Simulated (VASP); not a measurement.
# SrRu2 (P6/mmm) in VASP: notebook, part 2 of 2

VASP 6.6.1. Earlier steps stand in the parts before.

## 4. Relaxation of cell and atoms, PBE

This run uses another cell than the first one, of 27.90 Å³/atom, 1.152 times its volume.

Input file INCAR:

```
PREC = Accurate ; ENCUT = 600
EDIFF = 1E-6 ; ISMEAR = 0
SIGMA = 0.1 ; LREAL = False
LASPH = True ; NELM = 80
ALGO = Normal ; ISIF = 3
LWAVE = False ; LCHARG = False
GGA = PE ; IBRION = 2
NSW = 90 ; EDIFFG = -0.04
```

Input file KPOINTS:

```
Automatic mesh
0
Gamma
  6 6 2
```

Input file POSCAR:

```
SrRu2
1.0
    3.5593402700      0.0000000000      0.0000000000
   -1.7796701300      3.0824790900      0.0000000000
    0.0000000000      0.0000000000      7.6297743100
Sr Ru
1 2
Direct
    0.0000000000      0.0000000000      0.5000000000
    0.3333333300      0.6666666700      0.8717106800
    0.6666666700      0.3333333300      0.1282893200
```

Potentials or basis: VASP PAW PBE potentials, release 64 (Sr_sv, Ru_pv).

Started as:

```
$ cat potpaw_PBE.64/Sr_sv/POTCAR potpaw_PBE.64/Ru_pv/POTCAR > POTCAR
$ mpirun -np 1 vasp_std > vasp.out
```

OUTCAR:

```text
PREC = Accurate
   ENCUT = 600
   EDIFF = 1E-6
   ISMEAR = 0
   LREAL = False
   LASPH = True
   NELM = 80
   ISIF = 3
   GGA = PE
   IBRION = 2
   NSW = 90
   EDIFFG = -0.04

 ion  position               nearest neighbor table
   1  0.000  0.000  0.500-   2 3.50   3 3.50   2 3.50   3 3.50   3 3.50   2 3.50
   2  0.333  0.667  0.872-   3 2.84   3 2.84   3 2.84   1 3.50   1 3.50   1 3.50
   3  0.667  0.333  0.128-   2 2.84   2 2.84   2 2.84   1 3.50   1 3.50   1 3.50

  LATTYP: Found a hexagonal cell.
 ALAT       =     3.5593402700
 C/A-ratio  =     2.1435922759

  Lattice vectors:

 A1 = (   3.5593402700,   0.0000000000,   0.0000000000)
 A2 = (  -1.7796701300,   3.0824790900,   0.0000000000)
 A3 = (   0.0000000000,   0.0000000000,   7.6297743100)

Analysis of symmetry for initial positions (statically):
[... 643 lines left out ...]

  energy  without entropy=      -16.9188503896  energy(sigma->0) =      -16.93927256

[... ionic steps 4 to 24 ...]

--------------------------------------- Ionic step       25  -------------------------------------------

 number of electron      38.0000001 magnetization

------------------------ aborting loop because EDIFF is reached ----------------------------------------
[... 69 lines left out ...]
--------------------------------------- Ionic step       27  -------------------------------------------

 number of electron      38.0000001 magnetization

 Free energy of the ion-electron system (eV)
  ---------------------------------------------------
  ext. energy  EPLUGINS =         0.00000000
  ---------------------------------------------------
  free energy    TOTEN  =       -17.14013976 eV

  energy without entropy =      -17.11735384  energy(sigma->0) =      -17.12874680

 E-fermi :   7.9026     XC(G=0): -11.9074

 val. band max:        7.8915833756   @ k =   0.3333   0.3333   0.0000
 cond. band min:       7.9162090387   @ k =   0.1667   0.1667   0.0000
 fundamental gap:      0.0246256631
 Fermi energy:         7.9025924098

 k-point     1 :       0.0000    0.0000    0.0000
  band No.  band energies     occupation
      1     -35.0254      2.00000
      2     -34.6592      2.00000
      3     -34.6592      2.00000
      4     -34.4920      2.00000
      5     -34.4920      2.00000
      6     -34.4182      2.00000
[... 383 lines left out ...]
  FREE ENERGIE OF THE ION-ELECTRON SYSTEM (eV)
  ---------------------------------------------------
  free  energy   TOTEN  =       -17.1401397563 eV

  energy  without entropy=      -17.1173538409  energy(sigma->0) =      -17.12874680

 reached required accuracy - stopping structural energy minimisation
```

OSZICAR:

```text
N       E                     dE             d eps       ncg     rms          rms(c)
DAV:   1     0.367819383475E+03    0.36782E+03   -0.23684E+04   676   0.177E+03
DAV:   2    -0.130045897721E+01   -0.36912E+03   -0.36497E+03   729   0.460E+02
DAV:   3    -0.159932646117E+02   -0.14693E+02   -0.14346E+02  1108   0.792E+01
DAV:   4    -0.165431751958E+02   -0.54991E+00   -0.54721E+00   838   0.113E+01
[... 293 lines left out ...]
DAV:   3    -0.171401866778E+02    0.12352E-02   -0.72114E-03   794   0.312E-01    0.627E-02
DAV:   4    -0.171401383141E+02    0.48364E-04   -0.33989E-04   872   0.106E-01    0.429E-02
DAV:   5    -0.171401405101E+02   -0.21960E-05   -0.32428E-05   900   0.265E-02    0.283E-02
DAV:   6    -0.171401406692E+02   -0.15916E-06   -0.10483E-05   991   0.160E-02    0.103E-02
DAV:   7    -0.171401397563E+02    0.91288E-06   -0.12694E-06   473   0.775E-03
  27 F= -.17140140E+02 E0= -.17128747E+02  d E =-.205286E-03
```

CONTCAR:

```text
SrRu2
   1.00000000000000
     2.9752661483161607   -0.0000000008211463   -0.0000000000000002
    -1.4876330706896941    2.5766560653725423    0.0000000000000004
     0.0000000000000004   -0.0000000000000002    7.3393688912643986
  Sr              Ru
     1     2
Direct
     0.0000000000000000    0.0000000000000000    0.5000000000000000
     0.3333333300000021    0.6666666699999979    0.8692192375153401
     0.6666666699999979    0.3333333300000021    0.1307807624846597

  0.00000000E+00  0.00000000E+00  0.00000000E+00
  0.00000000E+00  0.00000000E+00  0.00000000E+00
  0.00000000E+00  0.00000000E+00  0.00000000E+00
```

Run time: 4.7 min. Hardware: 1 thread of Intel Xeon 6975P-C (Granite Rapids), shared host; peak memory 0.25 GiB.

Results:

```
Free energy                            : -17.1401 eV
Relaxed volume                         : 18.76 Å³/atom
Relaxed cell                           : a = 2.975 Å, b = 2.975 Å, c = 7.339 Å, α = 90.00°, β = 90.00°, γ = 120.00°
Space group after relaxing (to 0.05 Å) : P-3m1 (No. 164)
Energy gained by relaxing              : 604.1 meV/atom
Ionic steps                            : 27
Pressure after relaxing                : 0.1 GPa
Largest force after relaxing           : 0.034 eV/Å
Band gap on the k mesh                 : none (metal or under the smearing width)
```

Forces in eV/Å, atoms in the order of the input:
```
Sr   0.000  0.000  0.000
Ru   0.000  0.000  0.034
Ru   0.000  0.000 -0.034
```

Step by step:
| step | energy change (eV) | largest force (eV/Å) | pressure (GPa) | volume (Å³) |
| --- | --- | --- | --- | --- |
| 1 | 0.0000 | 1.9489 | -16.09 | 83.71 |
| 2 | -1.0163 | 2.6211 | 24.22 | 54.09 |
| 3 | -1.6318 | 0.1944 | -0.90 | 62.84 |
| 4 | -1.6333 | 0.1161 | -0.21 | 62.46 |
| 5 | -1.6328 | 0.0347 | 0.54 | 62.08 |
| 6 | -1.6355 | 0.0451 | -0.53 | 62.67 |
| 7 | -1.6355 | 0.0453 | -0.56 | 62.70 |
| 8 | -1.6379 | 0.1172 | -0.42 | 62.53 |
| 9 | -1.6387 | 0.2776 | -0.21 | 62.36 |
| 10 | -1.6403 | 0.3414 | -0.23 | 62.24 |
| 11 | -1.6465 | 0.5238 | -0.33 | 61.85 |
| 12 | -1.6637 | 0.8659 | -0.51 | 61.06 |
| 13 | -1.7238 | 1.0857 | -1.23 | 59.39 |
| 14 | -1.7309 | 0.2183 | 0.08 | 55.74 |
| 15 | -1.7788 | 0.6811 | -1.27 | 58.06 |
| 16 | -1.7838 | 0.2349 | -0.84 | 56.91 |
| 17 | -1.7881 | 0.4603 | -1.08 | 57.46 |
| 18 | -1.7907 | 0.1811 | -0.82 | 56.85 |
| 19 | -1.7913 | 0.2629 | -0.90 | 57.03 |
| 20 | -1.7963 | 0.2674 | -0.53 | 56.82 |
| 21 | -1.8058 | 0.2723 | 0.65 | 56.19 |
| 22 | -1.7963 | 0.2420 | 3.40 | 54.93 |
| 23 | -1.8070 | 0.2769 | 1.35 | 55.86 |
| 24 | -1.8112 | 0.0880 | 0.65 | 56.05 |
| 25 | -1.8120 | 0.0397 | 0.23 | 56.19 |
| 26 | -1.8120 | 0.0480 | 0.18 | 56.20 |
| 27 | -1.8122 | 0.0340 | 0.11 | 56.27 |

Final structure:
```
Sr Ru
1.0
     2.97527    0.00000    0.00000
    -1.48763    2.57666    0.00000
     0.00000    0.00000    7.33937
Sr Ru
1 2
Cartesian
  0.0000 0.0000 3.6697
  0.0000 1.7178 6.3795
  1.4876 0.8589 0.9598
```

Levels at points of the mesh, in eV from the Fermi level:
| k point | band 16 | band 17 | band 18 | band 19 | band 20 | band 21 | band 22 | band 23 |
| --- | --- | --- | --- | --- | --- | --- | --- | --- |
| (0.00, 0.00, 0.00) | -2.28 | -2.28 | -0.68 | -0.27 | -0.27 | -0.16 | 0.95 | 0.95 |
| (0.50, 0.00, 0.00) | -1.74 | -0.80 | -0.66 | 0.06 | 0.41 | 0.64 | 1.20 | 2.95 |
| (0.00, 0.00, 0.50) | -2.29 | -2.29 | -1.19 | -0.24 | -0.24 | 0.24 | 0.87 | 0.87 |
| (0.50, 0.00, 0.50) | -1.88 | -0.46 | -0.34 | 0.52 | 0.64 | 1.26 | 1.46 | 1.68 |

Caveat: the k mesh is coarse (spacing up to 0.41 Å⁻¹), so the values aren't converged; the volume moved by over 15 % at a fixed basis, so the end points are rough.

## 5. Overview

```tsv
task	cell	k mesh	cutoff (eV)	mesh quality	gap on the mesh (eV)	pressure (GPa)	largest force (eV/Å)
single point	P6/mmm, 24.22 Å³/atom	15 × 15 × 10	520	not flagged	none	0.2	-
single point	P-3m1, 23.95 Å³/atom	6 × 6 × 2	520	coarse	none	0.3	0.01
relaxation of cell and atoms	relaxed	6 × 6 × 2	600	coarse	none	0.1	0.03
```

Alike in all rows: level PBE; potentials or basis VASP PAW PBE potentials, release 64 (Sr_sv, Ru_pv); no spin polarisation; smearing gaussian 0.1 eV.

Caveats: some runs use coarse meshes; the volume moved by over 15 % at a fixed basis, so the end points are rough (some runs).

Absolute energies hang on the potentials; compare differences alone.
